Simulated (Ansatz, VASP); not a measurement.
# One calculation of BiMo, two programs

```
Mo Bi
1.0
     0.00000    3.17867    3.17867
     3.17867    0.00000    3.17867
     3.17867    3.17867    0.00000
Mo Bi
1 1
Cartesian
  0.0000 0.0000 0.0000
  1.5893 1.5893 1.5893
```

Change from the starting cell: volume scaled by 1.02.

Alike in both runs: task single point; functional PBE; k mesh 11 × 11 × 11; occupations fermi-dirac, width 0.08 eV; no spin polarisation.

|  | VASP | Ansatz |
| --- | --- | --- |
| version | VASP 6.6.1 | Ansatz 0.2.0 |
| potentials or method | VASP PAW PBE potentials, release 64 (Mo_sv, Bi_d), cutoff 520 eV | all-electron LAPW, scalar-relativistic |

|  | VASP | Ansatz | Ansatz less VASP |
| --- | --- | --- | --- |
| pressure (GPa) | -1.2 | -1.2 | -0.02 |

Ansatz ran all-electron here, so the differences hold the error of VASP's frozen core and of both bases.
